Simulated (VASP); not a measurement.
Output of a VASP run:

OUTCAR:
```
 ion  position               nearest neighbor table
   1  0.232  0.232  0.232-   2 2.95   2 2.95   2 2.99   2 3.47   2 3.47   2 3.50
   2  0.768  0.768  0.768-   1 2.95   1 2.95   1 2.99   1 3.47   1 3.47   1 3.50
  LATTYP: Found a base centered monoclinic cell.
 ALAT       =     7.6923883719
 B/A-ratio  =     0.5660295893
 C/A-ratio  =     0.6080949604
 COS(beta)  =    -0.5481599069
 Subroutine PRICEL returns:
 Original cell was already a primitive cell.
 Subroutine GETGRP returns: Found  4 space group operations
The static configuration has the point symmetry C_2h.
The dynamic configuration has the point symmetry C_2h.
 Subroutine INISYM returns: Found  4 space group operations
 Subroutine IBZKPT returns following result:
 Found    150 irreducible k-points:

 Following reciprocal coordinates:
            Coordinates               Weight
  0.000000  0.000000  0.000000      1.000000
  0.125000  0.000000  0.000000      4.000000
  0.250000  0.000000  0.000000      4.000000
  0.375000  0.000000  0.000000      4.000000
  0.500000  0.000000  0.000000      2.000000
  0.125000  0.125000  0.000000      2.000000
  0.250000  0.125000  0.000000      4.000000
  0.375000  0.125000  0.000000      4.000000
  0.500000  0.125000 -0.000000      4.000000
 -0.375000  0.125000  0.000000      4.000000
 -0.250000  0.125000  0.000000      4.000000
 -0.125000  0.125000  0.000000      2.000000
  0.250000  0.250000  0.000000      2.000000
  0.375000  0.250000 -0.000000      4.000000
  0.500000  0.250000  0.000000      4.000000
 -0.375000  0.250000  0.000000      4.000000
 -0.250000  0.250000  0.000000      2.000000
  0.375000  0.375000  0.000000      2.000000
  0.500000  0.375000 -0.000000      4.000000
 -0.375000  0.375000  0.000000      2.000000
  0.500000  0.500000  0.000000      1.000000
  0.000000  0.000000  0.125000      2.000000
  0.125000  0.000000  0.125000      4.000000
  0.250000  0.000000  0.125000      4.000000
  0.375000  0.000000  0.125000      4.000000
  0.500000 -0.000000  0.125000      4.000000
 -0.375000  0.000000  0.125000      4.000000
 -0.250000 -0.000000  0.125000      4.000000
 -0.125000 -0.000000  0.125000      4.000000
  0.125000  0.125000  0.125000      2.000000
  0.250000  0.125000  0.125000      4.000000
  0.375000  0.125000  0.125000      4.000000
  0.500000  0.125000  0.125000      4.000000
 -0.375000  0.125000  0.125000      4.000000
 -0.250000  0.125000  0.125000      4.000000
 -0.125000  0.125000  0.125000      4.000000
  0.250000  0.250000  0.125000      2.000000
  0.375000  0.250000  0.125000      4.000000
  0.500000  0.250000  0.125000      4.000000
 -0.375000  0.250000  0.125000      4.000000
   k-points           NKPTS =    150   k-points in BZ     NKDIM =    150   number of bands    NBANDS=      9
   number of dos      NEDOS =    301   number of ions     NIONS =      2
   total plane-waves  NPLWV =  46656
   dimension x,y,z NGX =    36 NGY =   36 NGZ =   36
   dimension x,y,z NGXF=    72 NGYF=   72 NGZF=   72
   ions per type =               2
   PREC   = accura    normal or accurate (medium, high low for compatibility)
   ISTART =      0    job   : 0-new  1-cont  2-samecut
   ICHARG =      2    charge: 1-file 2-atom 10-const
   ISPIN  =      1    spin polarized calculation?
   LNONCOLLINEAR =      F non collinear calculations
   LSORBIT =      F    spin-orbit coupling
   INIWAV =      1    electr: 0-lowe 1-rand  2-diag
   ENCUT  =  480.0 eV  35.28 Ry    5.94 a.u.   8.32  8.32  8.36*2*pi/ulx,y,z
   NELM   =    100;   NELMIN=  2; NELMDL= -5     # of ELM steps
   EDIFF  = 0.1E-06   stopping-criterion for ELM
   LREAL  =      F    real-space projection
   NLSPLINE    = F    spline interpolate recip. space projectors
   LMAXMIX     =    4 max onsite mixed and CHGCAR
   VOSKOWN=      0    Vosko Wilk Nusair interpolation
   EDIFFG = 0.1E-05   stopping-criterion for IOM
...
```

File OSZICAR:
```
       N       E                     dE             d eps       ncg     rms          rms(c)
DAV:   1    -0.717240401839E+01   -0.71724E+01   -0.36425E+03  2700   0.845E+02
DAV:   2    -0.511393545261E+02   -0.43967E+02   -0.42755E+02  3883   0.123E+02
DAV:   3    -0.526692147186E+02   -0.15299E+01   -0.15115E+01  3231   0.284E+01
DAV:   4    -0.526828183510E+02   -0.13604E-01   -0.13598E-01  3271   0.307E+00
DAV:   5    -0.526829323047E+02   -0.11395E-03   -0.11395E-03  3073   0.291E-01    0.237E+00
DAV:   6    -0.513522030633E+02    0.13307E+01   -0.22645E-01  2713   0.397E+00    0.174E+00
DAV:   7    -0.513838398789E+02   -0.31637E-01   -0.53386E-02  2746   0.290E+00    0.740E-01
DAV:   8    -0.513396799876E+02    0.44160E-01   -0.12024E-01  2735   0.351E+00    0.223E-01
DAV:   9    -0.513801702527E+02   -0.40490E-01   -0.24435E-02  2715   0.149E+00    0.717E-02
DAV:  10    -0.513788925531E+02    0.12777E-02   -0.43002E-04  2860   0.207E-01    0.432E-02
DAV:  11    -0.513813396963E+02   -0.24471E-02   -0.29095E-03  2727   0.532E-01    0.867E-03
DAV:  12    -0.513814948869E+02   -0.15519E-03   -0.11814E-04  2960   0.104E-01    0.144E-02
DAV:  13    -0.513814959394E+02   -0.10525E-05   -0.19740E-06  3053   0.123E-02    0.161E-02
DAV:  14    -0.513815189212E+02   -0.22982E-04   -0.21668E-05  2743   0.438E-02    0.137E-02
DAV:  15    -0.513815191591E+02   -0.23792E-06   -0.92092E-06  2830   0.238E-02    0.498E-03
DAV:  16    -0.513815204586E+02   -0.12995E-05   -0.13744E-06  2738   0.128E-02    0.298E-03
DAV:  17    -0.513815210375E+02   -0.57886E-06   -0.14755E-07  2539   0.444E-03    0.106E-03
DAV:  18    -0.513815208373E+02    0.20020E-06   -0.10289E-07  1407   0.333E-03    0.126E-03
DAV:  19    -0.513815209277E+02   -0.90433E-07   -0.16097E-07  1617   0.344E-03
   1 F= -.51381521E+02 E0= -.51381323E+02  d E =-.395952E-03
```

**OUTCAR**
```
------------------------ aborting loop because EDIFF is reached ----------------------------------------
  FORCE on cell =-STRESS in cart. coord.  units (eV):
  Direction    XX          YY          ZZ          XY          YZ          ZX
  --------------------------------------------------------------------------------------
  Total       -0.7849838     -0.5738049     -0.9323920      0.0000000      0.0000000      0.2592926
  in kB      -19.1958284    -14.0317033    -22.8005167      0.0000000      0.0000000      6.3406871
  external PRESSURE =     -18.6760161 kB  Pullay stress =       0.0000000 kB
  volume of cell :       65.52
      direct lattice vectors                 reciprocal lattice vectors
     4.116997281 -2.177059715  0.012979138     0.121752335 -0.229667563 -0.096619154
     4.116997281  2.177059715  0.012979138     0.121752335  0.229667563 -0.096619154
     2.907751784  0.000000000  3.664134441    -0.000862545  0.000000000  0.273600241
 POSITION                                       TOTAL-FORCE (eV/Angst)
 -----------------------------------------------------------------------------------
      2.58253      0.00000      0.85532        -0.218691      0.000000     -0.052116
      8.55922      0.00000      2.83477         0.218691      0.000000      0.052116
 -----------------------------------------------------------------------------------
    total drift:                               -0.000000      0.000000     -0.000000
  FREE ENERGIE OF THE ION-ELECTRON SYSTEM (eV)
  ---------------------------------------------------
  free  energy   TOTEN  =       -51.3815209277 eV

  energy  without entropy=      -51.3811249756  energy(sigma->0) =      -51.38132295
```
(Selected blocks of OUTCAR.)

File POSCAR:
```
Sb
1
    4.1169972814    -2.1770597155     0.0129791382
    4.1169972814     2.1770597155     0.0129791382
    2.9077517842     0.0000000000     3.6641344408
Sb
2
Direct
  0.2317882386   0.2317882386   0.2317882386
  0.7682117614   0.7682117614   0.7682117614
```

Problem. Write an INCAR and KPOINTS that could have produced this output.

Solution. Several could match; the one computed here: the input of the run itself, r2SCAN meta-GGA, plane waves, VASP's PBE PAW potentials (set 64).

**INCAR**
```
ALGO = Normal
EDIFF = 1E-7
ENCUT = 480
ISIF = 2
ISMEAR = 0
LASPH = .TRUE.
LCHARG = .FALSE.
LMAXMIX = 4
LMIXTAU = .TRUE.
LREAL = .FALSE.
LWAVE = .FALSE.
METAGGA = R2SCAN
NELM = 100
PREC = Accurate
SIGMA = 0.05
SYSTEM = Sb
```

File KPOINTS:
```
Automatic
0
G
 8 8 8
0 0 0
```

POTCAR, in this order: Sb (PBE.64 set). Program: vasp_std.

The compound is Sb in the a7 structure. This cell was strained or had an atom moved on purpose.
